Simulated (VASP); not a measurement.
A convergence study with VASP on BP (zinc blende): one setting is varied, all else stays as given below, so the limit is that of these other settings. The cell's lengths are 1 % over those of the tabulated start and one atom is moved, so it is off equilibrium.

```
CELL_PARAMETERS angstrom
      0.00000     2.29270     2.29270
      2.29270     0.00000     2.29270
      2.29270     2.29270     0.00000
ATOMIC_POSITIONS crystal
  B  0.00000 0.00000 0.00000
  P  0.23678 0.26322 0.26322
```

All values below come from LDA (Ceperley-Alder, Perdew-Zunger), VASP's LDA PAW potentials (set 64) (plane waves; VASP). The tightest run used: 1000 eV cut-off, 11×11×11 Γ-centred mesh, Gaussian smearing of 0.050 eV, potentials B P.

Gaps are read on the run's mesh, which can miss a band edge.

Question: The settings run are ENCUT = 250; ENCUT = 300; ENCUT = 350; ENCUT = 400; ENCUT = 450; ENCUT = 500; ENCUT = 550; ENCUT = 600; ENCUT = 650; ENCUT = 700; ENCUT = 750; ENCUT = 800; ENCUT = 850; ENCUT = 1000. From which on does the stress (every component) stay within 0.5 GPa of the tightest run?

Answer: From ENCUT = 350 on: it is off by 0.24 there and by no more than 0.5 in any finer run, while ENCUT = 300 is off by 1.10.
| setting | E (eV/atom) | pressure (GPa) | gap on the mesh (eV) | plane waves | difference judged (GPa) |
|---|---|---|---|---|---|
| ENCUT = 250 | -7.1180 | -13.06 | 0.706 | 225 | 3.52 |
| ENCUT = 300 | -7.1513 | -10.65 | 0.745 | 295 | 1.10 |
| ENCUT = 350 | -7.1587 | -9.79 | 0.755 | 369 | 0.24 |
| ENCUT = 400 | -7.1599 | -9.55 | 0.754 | 448 | 0.01 |
| ENCUT = 450 | -7.1599 | -9.54 | 0.754 | 534 | 0.00 |
| ENCUT = 500 | -7.1601 | -9.57 | 0.754 | 624 | 0.02 |
| ENCUT = 550 | -7.1605 | -9.58 | 0.754 | 725 | 0.04 |
| ENCUT = 600 | -7.1610 | -9.57 | 0.755 | 822 | 0.03 |
| ENCUT = 650 | -7.1612 | -9.56 | 0.755 | 926 | 0.01 |
| ENCUT = 700 | -7.1613 | -9.55 | 0.755 | 1028 | 0.01 |
| ENCUT = 750 | -7.1613 | -9.55 | 0.755 | 1139 | 0.00 |
| ENCUT = 800 | -7.1613 | -9.55 | 0.755 | 1258 | 0.00 |
| ENCUT = 850 | -7.1614 | -9.55 | 0.755 | 1375 | 0.00 |
| ENCUT = 1000 | -7.1614 | -9.55 | 0.755 | 1759 | 0.00 |

Left out are rungs that failed or repeat a setting and relaxations that didn't move; long series are thinned to 24 rows.

The compound is BP in the zinc blende structure. The cell was not relaxed at this level, it is distorted from the ideal structure.
